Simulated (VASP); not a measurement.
```xyz
4
Lattice="2.3639 -2.3776 0.0000 2.3639 2.3776 0.0000 0.0000 0.0000 5.6540" Properties=species:S:1:pos:R:3 pbc="T T T"
Ag     1.1820    -1.1888     2.8270
Ag     1.1820     1.1888     0.0000
O      0.0000     0.0000     1.4135
O      0.0000     0.0000     4.2405
```

Method: PBEsol GGA, VASP's PBE PAW potentials (set 64) (plane waves; VASP 6.6.1). Run with 400 eV cut-off, 9×9×6 Γ-centred mesh, Fermi-Dirac smearing of 0.10 eV, potentials Ag O.

At this cut-off the stress carries a Pulay error, which pulls relaxed volumes low.

### Question
Give the stress tensor in GPa (positive for a compressed cell).

### Answer

```
-13.17    0.00    0.00
  0.00  -13.28    0.00
  0.00    0.00  -15.83
```
The pressure is its mean diagonal, -14.10 GPa.

The structure comes from a computed database's AgO entry (Cccm); how it stands against other phases isn't given here. The cell was not relaxed at this level.
